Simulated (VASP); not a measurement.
The input files of a VASP run:

### INCAR
```
SYSTEM = BeSe
PREC = Accurate
ENCUT = 520
EDIFF = 1E-7
NELM = 100
ALGO = Normal
LREAL = .FALSE.
LASPH = .TRUE.
ISMEAR = 0
SIGMA = 0.05
LMAXMIX = 4
LWAVE = .FALSE.
LCHARG = .FALSE.
ISIF = 2
```

**KPOINTS**
```
Automatic mesh
0
Gamma
9 9 9
0 0 0
```

POSCAR:
```
BeSe
1
    0.0000000000     2.5438603849     2.5438603849
    2.5438603849     0.0000000000     2.5438603849
    2.5438603849     2.5438603849     0.0000000000
Be Se
1 1
Direct
  0.0000000000   0.0000000000   0.0000000000
  0.2500000000   0.2500000000   0.2500000000
```

POTCAR, in this order: Be Se (LDA.64 set). Program: vasp_std.

Task: Write an equivalent input for Ansatz.

Result: One equivalent input (not run):
Ansatz 0.2 input:
```yaml
crystal:
  lattice:
    - [0.0000000, 2.5438604, 2.5438604]
    - [2.5438604, 0.0000000, 2.5438604]
    - [2.5438604, 2.5438604, 0.0000000]
  atoms:
    - { symbol: Be, position: [0.0000000, 0.0000000, 0.0000000] }
    - { symbol: Se, position: [0.2500000, 0.2500000, 0.2500000] }
kpoints:
  mp_grid: { grid: [9, 9, 9] }
hamiltonian:
  xc: lda
  pseudopotentials: { kind: paw }
scf:
  occupations: { method: gaussian, width: 0.05 }
  max_iter: 100
output: { forces: true, stress: true, eigenvalues: true }
```
What does not carry over: each code has its own PAW files, so the cut-off isn't converted (ENCUT is set for VASP's; basis.ecutwfc is left out, and Ansatz then takes the one that its files recommend); Ansatz stops its SCF on the density residual and VASP on the energy change (EDIFF); Ansatz's lda is the Perdew-Wang form, while the LDA potentials of VASP carry Perdew-Zunger's.

The compound is BeSe in the zinc blende structure. It was relaxed first.
